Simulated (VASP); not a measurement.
```yaml
crystal:
  lattice:
    - [1.84819, -3.20116, 0.00000]
    - [1.84819, 3.20116, 0.00000]
    - [0.00000, 0.00000, 5.63987]
  atoms:
    - { symbol: Gd, position: [0.33333, 0.66667, 0.25443] }
    - { symbol: Gd, position: [0.66667, 0.33333, 0.75000] }
```

Method: r2SCAN meta-GGA, VASP's PBE PAW potentials (set 64) (plane waves; VASP). Settings: 480 eV cut-off, 10×10×6 Γ-centred mesh, first-order Methfessel-Paxton smearing of 0.10 eV, potentials Gd_3.

The 4f electrons are frozen in the core of the lanthanide potential, so 4f levels, which can set the real gap, and their magnetism are missing.

Problem. Which forces act on the atoms, in eV/Å?

Solution. 
| atom | Fx | Fy | Fz |
|---|---|---|---|
| Gd1 | 0.000 | 0.000 | -0.102 |
| Gd2 | 0.000 | 0.000 | 0.102 |

Problem. Give the stress tensor in GPa (positive for a compressed cell).

Solution. 
```
0.00  0.00  0.00
0.00  0.00  0.00
0.00  0.00  0.02
```
The pressure is its mean diagonal, 0.01 GPa.

The compound is Gd in the hcp structure. This cell was strained or had an atom moved on purpose.
